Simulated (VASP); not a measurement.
# LiTlF2: structure and properties in VASP, part 5 of 5

Aim: relax LiTlF2, then compute properties on the relaxed cell. The cell is invented: other elements were put on sites of a known structure type. It may not be a known or stable phase.

VASP 6.6.1, plane waves and PAW; the level of theory is named at each step.

So far, gap on the k-mesh (eV): step 2 (rough relaxation of the start cell) 1.82; step 3 (full relaxation (PBE)) 1.77; step 6 (total and projected DOS (PBE)) 1.78. The relaxed cell has a = 3.330, c = 18.256 Å (conventional setting).

## Step 7: Band structure (PBE + SOC)

This step: PBE, spin-orbit coupling; plane waves and PAW (Li_sv, Tl_d, F); invented cell (VASP 6.6.1).

Levels along the symmetry lines show where the bands peak and cross; KPOINTS_OPT computes them in the converged potential. Spin-orbit coupling needs spinors and the noncollinear program, where each band holds one electron.

The input, INCAR:

```
SYSTEM = LiTlF2
PREC = Accurate
ENCUT = 650
EDIFF = 1E-06
NELM = 100
ISMEAR = -1
SIGMA = 0.05
LREAL = .FALSE.
ALGO = Normal
GGA = PE
LNONCOLLINEAR = .TRUE.
MAGMOM = 0 0 0 0 0 0 0 0 0 0 0 0
NBANDS = 42
GGA_COMPAT = .FALSE.
LASPH = .TRUE.
LSORBIT = .TRUE.
LORBIT = 11
LWAVE = .FALSE.
LCHARG = .FALSE.
KPAR = 2
```

The input, POSCAR:

```
LiTlF2
1.0
    1.6648498459      0.9612015033      6.0852503773
   -1.6648498459      0.9612015033      6.0852503773
    0.0000000000     -1.9224030168      6.0852503773
Li Tl F
1 1 2
Direct
    0.0000000000      0.0000000000      0.0000000000
    0.5000000000      0.5000000000      0.5000000000
    0.2743629591      0.2743629591      0.2743629591
    0.7256370409      0.7256370409      0.7256370409
```

The input, KPOINTS:

```
Automatic mesh
0
Gamma
6 6 6
0 0 0
```

The input, KPOINTS_OPT:

```
Line mode
16
Line-mode
Reciprocal
  0.00000000   0.00000000   0.00000000 GAMMA
  0.50000000   0.00000000   0.00000000 L

  0.50000000   0.00000000   0.00000000 L
  0.50000000   0.18330005  -0.18330005 B1

  0.81669995   0.50000000   0.18330005 B
  0.50000000   0.50000000   0.50000000 Z

  0.50000000   0.50000000   0.50000000 Z
  0.00000000   0.00000000   0.00000000 GAMMA

  0.00000000   0.00000000   0.00000000 GAMMA
  0.34165003   0.00000000  -0.34165003 X

  0.65834997   0.34165003   0.00000000 Q
  0.50000000   0.50000000   0.00000000 F

  0.50000000   0.50000000   0.00000000 F
  0.65834997   0.65834997   0.18330005 P1

  0.65834997   0.65834997   0.18330005 P1
  0.50000000   0.50000000   0.50000000 Z

  0.50000000   0.00000000   0.00000000 L
  0.81669995   0.34165003   0.34165003 P
```

PAW data sets: Li_sv, Tl_d and F (PBE family, release 64).

Started as:

```console
$ mpirun -np 2 vasp_ncl
```

Output:

```text
[... set-up lines as in an earlier step ...]
 entering main loop
       N       E                     dE             d eps       ncg     rms          rms(c)
DAV:   1     0.242181399301E+03    0.24218E+03   -0.17876E+04  2688   0.169E+03
DAV:   2    -0.164376968596E+01   -0.24383E+03   -0.23343E+03  3104   0.396E+02
DAV:   3    -0.175779033901E+02   -0.15934E+02   -0.15817E+02  3208   0.924E+01
DAV:   4    -0.191362209920E+02   -0.15583E+01   -0.15522E+01  4698   0.153E+01
DAV:   5    -0.191532999848E+02   -0.17079E-01   -0.17076E-01  3128   0.207E+00    0.820E+00
DAV:   6    -0.168131375439E+02    0.23402E+01   -0.60552E+00  3292   0.292E+01    0.430E+00
DAV:   7    -0.167573510853E+02    0.55786E-01   -0.96268E-01  3180   0.645E+00    0.264E+00
DAV:   8    -0.166780138912E+02    0.79337E-01   -0.32104E-01  3132   0.430E+00    0.112E+00
DAV:   9    -0.166658724814E+02    0.12141E-01   -0.39039E-02  3452   0.146E+00    0.384E-01
DAV:  10    -0.166658767193E+02   -0.42380E-05   -0.95204E-03  2924   0.597E-01    0.172E-01
DAV:  11    -0.166662896007E+02   -0.41288E-03   -0.94617E-04  3102   0.288E-01    0.737E-02
DAV:  12    -0.166662057907E+02    0.83810E-04   -0.80634E-04  3132   0.220E-01    0.288E-02
DAV:  13    -0.166662046722E+02    0.11186E-05   -0.12310E-04  3108   0.755E-02    0.857E-03
DAV:  14    -0.166662034148E+02    0.12574E-05   -0.14042E-05  3056   0.281E-02    0.385E-03
DAV:  15    -0.166662037911E+02   -0.37629E-06   -0.25451E-06  2726   0.866E-03
   1 F= -.16666204E+02 E0= -.16666204E+02  d E =-.421022E-08  mag=     0.0000     0.0000    -0.0000
 Start KPOINTS_OPT (optional k-point list driver)
k-point batch [1-32\144]
       N       E                     dE             ncg
DAV:   1     0.319588787091E+03   -0.28460E+05     2688
DAV:   2    -0.722741426214E+04   -0.75470E+04     3078
DAV:   3    -0.770776490438E+04   -0.48035E+03     3186
DAV:   4    -0.775941200421E+04   -0.51647E+02     4720
DAV:   5    -0.776013489491E+04   -0.72289E+00     3200
DAV:   6    -0.776014820714E+04   -0.13312E-01     3798
DAV:   7    -0.776014840167E+04   -0.19453E-03     3248
DAV:   8    -0.776014840872E+04   -0.70454E-05     2602
DAV:   9    -0.776014840899E+04   -0.27546E-06     2224
[...]
k-point batch [129-144\144]
       N       E                     dE             ncg
DAV:   1     0.101405094936E+05   -0.19567E+05     1344
DAV:   2     0.646823085865E+04   -0.36723E+04     1568
DAV:   3     0.623436670007E+04   -0.23386E+03     1586
DAV:   4     0.620874771020E+04   -0.25619E+02     2400
DAV:   5     0.620841349634E+04   -0.33421E+00     1680
DAV:   6     0.620840761604E+04   -0.58803E-02     1782
DAV:   7     0.620840744801E+04   -0.16803E-03     1656
DAV:   8     0.620840744172E+04   -0.62923E-05     1206
DAV:   9     0.620840744139E+04   -0.32763E-06     1152
```

Elapsed: 24 min, on 2 MPI ranks of AMD EPYC 7R43, shared host; peak memory 2 GiB; 47 min of CPU time.

From OUTCAR (step 7):

```text
   k-points           NKPTS =     32   k-points in BZ     NKDIM =     32   number of bands    NBANDS=     42

   NELECT =      30.0000    total number of electrons

 E-fermi :   2.6113

 k-point     1 :       0.0000    0.0000    0.0000
  band No.  band energies     occupation
    ...
     26       0.1182      1.00000
     27       0.1341      1.00000
     28       0.1341      1.00000
     29       0.1753      1.00000
     30       0.1753      1.00000
     31       6.1251      0.00000
     32       6.1251      0.00000
     33      10.2690      0.00000
     34      10.2690      0.00000
     35      12.9509      0.00000
    ...

  Total       -0.0888985     -0.0888985     -0.0206399     -0.0000000      0.0000000      0.0000000
  in kB       -2.4377299     -2.4377299     -0.5659777     -0.0000000      0.0000000      0.0000000
  external PRESSURE =      -1.8138125 kB  Pullay stress =       0.0000000 kB

 POSITION                                       TOTAL-FORCE (eV/Angst)
 -----------------------------------------------------------------------------------
      0.00000      0.00000      0.00000        -0.000000      0.000000      0.000000
      0.00000     -0.00000      9.12788         0.000000     -0.000000      0.000000
      0.00000     -0.00000      5.00870        -0.000000     -0.000000      0.003257
      0.00000     -0.00000     13.24705        -0.000000      0.000000     -0.003257
 -----------------------------------------------------------------------------------
    total drift:                               -0.000000     -0.000000      0.000000

  FREE ENERGIE OF THE ION-ELECTRON SYSTEM (eV)
  ---------------------------------------------------
  free  energy   TOTEN  =       -16.6662037911 eV

  energy  without entropy=      -16.6662037869  energy(sigma->0) =      -16.66620379

 Spin-Orbit-Coupling matrix elements
 Ion:    1  E_soc:     -0.0000001
 Ion:    2  E_soc:     -0.3788017
 Ion:    3  E_soc:     -0.0006733
 Ion:    4  E_soc:     -0.0006733

 magnetization (x)
# of ion       s       p       d       tot
------------------------------------------
    1       -0.000   0.000   0.000  -0.000
    2        0.000  -0.000  -0.000  -0.000
    3        0.000   0.000   0.000   0.000
    4        0.000   0.000   0.000   0.000
--------------------------------------------------
tot         -0.000   0.000  -0.000   0.000

 magnetization (y)
# of ion       s       p       d       tot
------------------------------------------
    1        0.000   0.000   0.000   0.000
    2        0.000   0.000   0.000   0.000
    3        0.000   0.000   0.000   0.000
    4        0.000   0.000   0.000   0.000
--------------------------------------------------
tot          0.000   0.000   0.000   0.000

 magnetization (z)
# of ion       s       p       d       tot
------------------------------------------
    1        0.000   0.000   0.000   0.000
    2        0.000   0.000   0.000   0.000
    3        0.000   0.000   0.000   0.000
    4        0.000   0.000   0.000   0.000
--------------------------------------------------
tot          0.000   0.000   0.000   0.000

[... 6 parts as in an earlier step ...]

[... 10 further parts left out ...]
```

LASPH is switched on together with spin-orbit coupling, so the change from the scalar run holds both. VASP adds spin-orbit coupling inside the spheres on scalar-relativistic partial waves, which describe the 6p1/2 states imperfectly, so such gaps can be off by a tenth of an eV or more.

This step gave:

| Item | Value |
| --- | --- |
| SCF cycles | 15 |
| bands | 42 |
| irreducible k-points | 32 |
| free energy (TOTEN) | -16.67 eV |
| Fermi energy | 2.611 eV |
| pressure | -0.1814 GPa |
| least gap on mesh and path | 1.662 eV |
| least direct gap on mesh and path | 2.191 eV |
| valence top at k | 0.5, 0.1344, -0.1344 |
| least direct gap at k | -0.3333, -0.3333, 0.1667 |

On-site spin-orbit energy by atom:

```
atom  on-site spin-orbit energy (eV)
 Li1                           0.000
 Tl2                          -0.379
  F3                          -0.001
  F4                          -0.001
```

Electronic bands along the path, in eV, zero at the valence-band top; v1 is the highest filled band, c1 the lowest empty one:

```
          point     v4     v3     v2     v1    c1    c2    c3    c4
              Γ  -1.65  -1.65  -1.60  -1.60  4.35  4.35  8.49  8.49
0.47 of the way  -1.65  -1.65  -0.83  -0.83  5.26  5.26  7.02  7.02
              L  -1.77  -1.77  -0.17  -0.17  2.03  2.03  7.37  7.37
0.53 of the way  -1.95  -1.95  -0.03  -0.03  2.53  2.53  5.77  5.77
             B1  -1.89  -1.89  -0.14  -0.14  3.16  3.16  4.23  4.23
      jump to B  -1.89  -1.89  -0.14  -0.14  3.16  3.16  4.23  4.23
0.53 of the way  -1.67  -1.67  -0.66  -0.66  5.07  5.07  6.76  6.76
              Z  -1.54  -1.54  -0.51  -0.51  3.56  3.56  9.45  9.45
0.47 of the way  -1.56  -1.56  -0.92  -0.92  3.92  3.92  8.96  8.96
              Γ  -1.65  -1.65  -1.60  -1.60  4.35  4.35  8.49  8.49
0.47 of the way  -1.56  -1.56  -0.72  -0.72  5.44  5.44  6.53  6.53
              X  -1.87  -1.87  -0.09  -0.09  3.18  3.18  4.14  4.14
      jump to Q  -1.87  -1.87  -0.09  -0.09  3.18  3.18  4.14  4.14
0.47 of the way  -1.67  -1.67  -0.41  -0.41  2.21  2.21  6.21  6.21
              F  -1.59  -1.59  -0.54  -0.54  1.66  1.66  7.16  7.16
0.47 of the way  -1.61  -1.61  -0.53  -0.53  1.71  1.71  7.16  7.16
             P1  -1.63  -1.63  -0.48  -0.48  1.84  1.84  7.15  7.15
0.47 of the way  -1.57  -1.57  -0.65  -0.65  5.02  5.02  6.41  6.41
              Z  -1.54  -1.54  -0.51  -0.51  3.56  3.56  9.45  9.45
      jump to L  -1.77  -1.77  -0.17  -0.17  2.03  2.03  7.37  7.37
0.53 of the way  -1.71  -1.71  -0.28  -0.28  1.96  1.96  7.27  7.27
              P  -1.63  -1.63  -0.48  -0.48  1.84  1.84  7.15  7.15
```

Of the projections kept (Li, Tl, F), the largest for each band there; the rest of the weight can lie on other orbitals:

```
point      v4      v3       v2       v1       c1       c2       c3       c4
    Γ  F 0.99  F 0.99   F 0.99   F 0.99  Tl 0.57  Tl 0.57   F 0.49   F 0.49
    L  F 0.99  F 0.99   F 0.54   F 0.54  Tl 0.55  Tl 0.55  Tl 0.79  Tl 0.79
   B1  F 0.95  F 0.95  Tl 0.59  Tl 0.59  Tl 0.74  Tl 0.74  Tl 0.79  Tl 0.79
    B  F 0.95  F 0.95  Tl 0.59  Tl 0.59  Tl 0.74  Tl 0.74  Tl 0.79  Tl 0.79
    Z  F 0.99  F 0.99   F 0.88   F 0.88  Tl 0.68  Tl 0.68  Li 0.53  Li 0.53
    Γ  F 0.99  F 0.99   F 0.99   F 0.99  Tl 0.57  Tl 0.57   F 0.49   F 0.49
```

The gap moves by -0.10 eV against PBE, which ran on another mesh.

## Step 8: Optical spectrum (PBE)

This step: PBE; plane waves and PAW (Li_sv, Tl_d, F); invented cell (VASP 6.6.1).

LOPTICS sums transitions from filled to empty bands. The mesh is finer than in the run before. NBANDS is raised for it.

The input, INCAR:

```
SYSTEM = LiTlF2
PREC = Accurate
ENCUT = 650
EDIFF = 1E-06
NELM = 100
ISMEAR = -1
SIGMA = 0.05
LREAL = .FALSE.
ALGO = Normal
GGA = PE
NBANDS = 47
LORBIT = 11
LWAVE = .FALSE.
LCHARG = .FALSE.
KPAR = 2
LOPTICS = .TRUE.
NEDOS = 1500
CSHIFT = 0.1
```

POSCAR is that of step 7.

The input, KPOINTS:

```
Automatic mesh
0
Gamma
12 12 12
0 0 0
```

Started as:

```console
$ mpirun -np 2 vasp_std
```

Output:

```text
[... set-up lines as in an earlier step ...]
 entering main loop
       N       E                     dE             d eps       ncg     rms          rms(c)
DAV:   1     0.231226630263E+03    0.23123E+03   -0.15199E+04 17766   0.742E+02
DAV:   2    -0.682570020267E+01   -0.23805E+03   -0.22208E+03 20657   0.230E+02
DAV:   3    -0.187617654382E+02   -0.11936E+02   -0.11786E+02 22788   0.458E+01
DAV:   4    -0.189762421871E+02   -0.21448E+00   -0.21404E+00 21027   0.530E+00
DAV:   5    -0.189797334177E+02   -0.34912E-02   -0.34911E-02 20990   0.699E-01    0.804E+00
DAV:   6    -0.167035872798E+02    0.22761E+01   -0.36886E+00 19934   0.117E+01    0.391E+00
DAV:   7    -0.165711019013E+02    0.13249E+00   -0.27821E-01 21905   0.208E+00    0.232E+00
DAV:   8    -0.164774713801E+02    0.93631E-01   -0.20523E-01 20641   0.190E+00    0.486E-01
DAV:   9    -0.164778801653E+02   -0.40879E-03   -0.12118E-02 21006   0.389E-01    0.289E-01
DAV:  10    -0.164780127719E+02   -0.13261E-03   -0.19236E-03 20844   0.192E-01    0.516E-02
DAV:  11    -0.164780306117E+02   -0.17840E-04   -0.27243E-04 20698   0.625E-02    0.281E-02
DAV:  12    -0.164780550942E+02   -0.24483E-04   -0.53074E-05 20796   0.239E-02    0.106E-02
DAV:  13    -0.164780507236E+02    0.43706E-05   -0.13136E-05 19897   0.114E-02    0.373E-03
DAV:  14    -0.164780508594E+02   -0.13581E-06   -0.10991E-06 19307   0.425E-03
   1 F= -.16478051E+02 E0= -.16478051E+02  d E =-.886696E-09
 optical routines
 imaginary and real dielectric function
 recalculating local potential from charge density
 direction            1
 direction            2
 direction            3
```

The job ended after 19 min (2 MPI ranks; peak memory 2.4 GiB).

Parts of OUTCAR (step 8):

```text
   k-points           NKPTS =    189   k-points in BZ     NKDIM =    189   number of bands    NBANDS=     47

   NELECT =      30.0000    total number of electrons

 E-fermi :   2.7142

 k-point     1 :       0.0000    0.0000    0.0000
  band No.  band energies     occupation
    ...
     11       0.0586      2.00000
     12       0.0586      2.00000
     13       0.1236      2.00000
     14       0.1740      2.00000
     15       0.1740      2.00000
     16       6.2338      0.00000
     17      10.2801      0.00000
     18      14.1041      0.00000
     19      14.1041      0.00000
     20      14.6024      0.00000
    ...

  Total        0.0077360      0.0077360      0.0046102      0.0000000     -0.0000000      0.0000000
  in kB        0.2121336      0.2121336      0.1264176      0.0000000     -0.0000000      0.0000000
  external PRESSURE =       0.1835616 kB  Pullay stress =       0.0000000 kB

 POSITION                                       TOTAL-FORCE (eV/Angst)
 -----------------------------------------------------------------------------------
      0.00000      0.00000      0.00000         0.000000      0.000000     -0.000000
      0.00000     -0.00000      9.12788        -0.000000      0.000000     -0.000000
      0.00000     -0.00000      5.00870         0.000000     -0.000000      0.001273
      0.00000     -0.00000     13.24705         0.000000      0.000000     -0.001273
 -----------------------------------------------------------------------------------
    total drift:                               -0.000000     -0.000000      0.000000

  FREE ENERGIE OF THE ION-ELECTRON SYSTEM (eV)
  ---------------------------------------------------
  free  energy   TOTEN  =       -16.4780508594 eV

  energy  without entropy=      -16.4780508585  energy(sigma->0) =      -16.47805086

 plasma frequency squared (from intraband transitions) (eV^2)
  --------------------------------------------------------------------------------------
         NaN         NaN         NaN
         NaN         NaN         NaN
         NaN         NaN         NaN

[... 9 parts as in an earlier step ...]

[... 7 further parts left out ...]
```

These are independent-particle spectra without excitons or local fields, and fine structure depends on the mesh and on CSHIFT.

This step gave:

```yaml
scf_cycles: 14
bands: 47
irreducible_k_points: 189
free_energy_toten: -16.48 eV
fermi_energy: 2.714 eV
pressure: 0.01836 GPa
valence_top_at_k: -0.3333, 0.25, 0
least_direct_gap_at_k: -0.25, 0.25, 0.25
```

The imaginary dielectric function has structure finer than the step of the table below, so its rows give means over 0.5 eV, whole bins alone (the curve runs from 0 to 25.0 eV). Peaks (eV: height): xx 2.64: 11.5, 3.22: 8.07, 6.18: 4.11; zz 7.86: 8.98, 11.14: 1.94, 14.43: 1.80.

Imaginary dielectric function against photon energy; means over each step:

```
photon energy (eV)      xx       zz
               0.5  0.0443  0.00777
               1.0   0.111   0.0166
               1.5   0.274   0.0284
               2.0    1.58   0.0498
               2.5    8.49    0.116
               3.0    6.75    0.249
               3.5    5.42     1.04
               4.0    3.26     2.22
               4.5    1.79     3.07
               5.0    2.99     3.81
               5.5    2.40     3.37
               6.0    3.40     3.58
               6.5    3.20     3.72
               7.0    2.99     4.50
               7.5    1.96     5.51
               8.0    1.88     6.72
               8.5    1.74     1.49
               9.0    1.68    0.847
               9.5    1.38    0.711
              10.0    1.14    0.890
              10.5    1.06     1.22
              11.0    1.10     1.73
              11.5    1.57     1.18
              12.0    1.59    0.730
              12.5    1.57    0.766
              13.0    1.51    0.959
              13.5    1.41     1.13
              14.0    1.48     1.66
              14.5    1.53     1.62
              15.0    1.37     1.15
              15.5    1.25     1.09
              16.0    1.18     1.08
              16.5   0.800     1.10
              17.0    1.16     1.42
              17.5    1.04    0.824
              18.0   0.931    0.739
              18.5   0.814    0.838
              19.0   0.596    0.720
              19.5   0.598    0.691
              20.0   0.556    0.616
              20.5   0.543    0.691
              21.0   0.644    0.615
              21.5   0.613    0.713
              22.0   0.615    0.634
              22.5   0.538    0.584
              23.0   0.497    0.467
              23.5   0.513    0.442
              24.0   0.492    0.459
              24.5   0.451    0.447
```

The real dielectric function by photon energy:

```
photon energy (eV)     xx      zz
                 0   5.98    3.93
                 1   6.45    4.01
                 2   9.66    4.30
                 3   4.29    5.09
                 4  0.683    5.51
                 5   2.64    3.92
                 6   2.81    3.12
                 7  0.489    3.35
                 8   1.00   -3.25
                 9   1.04  -0.362
                10  0.901   0.987
                11   1.50    1.06
                12   1.20   0.744
                13  0.862    1.35
                14  0.808    1.23
                15  0.614   0.593
                16  0.363   0.644
                17  0.854   0.395
                18  0.545   0.641
                19  0.542   0.675
                20  0.623   0.648
                21  0.779   0.749
                22  0.725   0.674
                23  0.770   0.685
                24  0.754   0.802
```

The mean of ε2 over directions passes 5 % of its top at 1.87 eV, against a least direct gap of 2.29 eV on this mesh; what lies under the gap is the tail of the broadening by CSHIFT. The indirect gap (1.77 eV in the band run) doesn't show, since phonons are left out.

## Step 9: Results

```
relaxed volume                                             : 14.61 Å³/atom
relaxed conventional cell a, b, c                          : 3.330, 3.330, 18.256 Å; angles 90.0, 90.0, 120.0°
space group after relaxing, within 0.02 Å                  : R-3m (No. 166)
band gap                                                   : 1.77 eV, indirect (least direct gap of that run 2.29 eV)
gap among the points of the DOS mesh alone, an upper bound : 1.78 eV
band gap (PBE + SOC)                                       : 1.66 eV, indirect (least direct gap of that run 2.19 eV)
strongest peak of ε2, mean over directions                 : 2.64 eV
ε1 at zero frequency, no local fields, mean                : 5.30
```

What this shows: With PBE, LiTlF2 relaxes to 14.61 Å³/atom in space group R-3m (held by the symmetry of the run) and has an indirect gap of 1.77 eV. Band structure (PBE): The path shows an indirect gap of 1.77 eV (valence top between L and B1, conduction bottom at F). The least direct gap is 2.30 eV. Band structure (PBE + SOC): On this path the gap is indirect, 1.66 eV, with the valence top between L and B1 and the conduction bottom at F. The least direct gap is 2.20 eV. LASPH was switched on together with spin-orbit coupling, so shifts put down to the coupling hold both changes. Semilocal functionals usually underestimate gaps. No search among competing phases was made. All values are for a static lattice at zero temperature.

[Lines on the potential files, build, host, timing and source positions are cut from VASP's logs without a mark.]

[Logs are printed without paths, hosts, clocks, repeated set-up lines and the standing remarks that a program may print on its own settings, such as how far it seeks lower states.]

[Hosts, paths, dates, database ids (printed as entryN), source tags and the programs' standing remarks are cut or masked in the printed files.]

[A measured line is paired with the nearest computed mode of its activity, which favours agreement.]
